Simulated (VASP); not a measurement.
All values below come from PBE GGA, VASP's PBE PAW potentials (set 64) (plane waves; VASP).

A VASP calculation is set up with these files.

**INCAR**
```
LWAVE  =  .FALSE.
LMAXMIX  =  4   # l cut-off of mixed one-centre charges
SYSTEM  =  TiSb
LASPH  =  .TRUE.   # aspherical one-centre terms
NELM  =  100
LREAL  =  .FALSE.   # projection in real space or not
GGA  =  PE   # PBE
SIGMA  =  0.2
EDIFF  =  1E-6   # SCF stop (eV)
PREC  =  Accurate
ISIF  =  2   # forces and stress, cell fixed
ENCUT  =  300   # plane-wave cut-off (eV)
LCHARG  =  .FALSE.
ALGO  =  Normal
ISMEAR  =  0   # Gaussian
```

POSCAR:
```
TiSb
1
    4.1682890000     0.0000000000     0.0000000000
    0.0000000000     4.1682890000     0.0000000000
    0.0000000000     0.0000000000     7.3395510000
Ti Sb
2 2
Direct
  0.0000000000   0.5000000000   0.0000000000
  0.5000000000   0.0000000000   0.5000000000
  0.0000000000   0.0000000000   0.2500000000
  0.0000000000   0.0000000000   0.7500000000
```

### KPOINTS
```
Automatic mesh
0
Gamma
5 5 3
0 0 0
```

POTCAR, in this order: Ti_sv Sb (PBE.64 set). Program: vasp_std.

At this cut-off the stress carries a Pulay error, which pulls relaxed volumes low. Gaps are read on the run's mesh, which can miss a band edge. Unless said otherwise, spin-orbit coupling is left out, though it shifts the bands of the heavy elements here.

Predict the energy per atom (σ→0), pressure, band gap (on the k-mesh).

| Property | Result |
|---|---|
| energy per atom (σ→0) | -5.412 eV/atom |
| band gap (on the k-mesh) | none (metal, semimetal or under 0.01 eV) |
| pressure | -1.85 GPa |

### OSZICAR
```
...
DAV:  11    -0.217371142151E+02    0.54139E-03   -0.12859E-02   732   0.635E-01    0.949E-02
DAV:  12    -0.217371919650E+02   -0.77750E-04   -0.20837E-03   758   0.216E-01    0.398E-02
DAV:  13    -0.217371934954E+02   -0.15304E-05   -0.55095E-04   752   0.101E-01    0.129E-02
DAV:  14    -0.217372098095E+02   -0.16314E-04   -0.14356E-04   640   0.188E-02    0.858E-03
DAV:  15    -0.217372153376E+02   -0.55281E-05   -0.57119E-05   560   0.142E-02    0.128E-03
DAV:  16    -0.217372175481E+02   -0.22105E-05   -0.22375E-05   451   0.545E-03    0.781E-04
DAV:  17    -0.217372184424E+02   -0.89431E-06   -0.91600E-06   448   0.346E-03
   1 F= -.21737218E+02 E0= -.21648951E+02  d E =-.176534E+00
```

The structure was generated: TiSb was put into an ordered model structure, which need not be its known phase. The cell was not relaxed at this level. The k-mesh is coarse (spacing up to 0.30 per Å, 2π included), so the numbers may not be converged in it. The run is one of a series of settings (KPOINTS 5×5×3 Γ-centred mesh against the base run), some of them coarse on purpose.
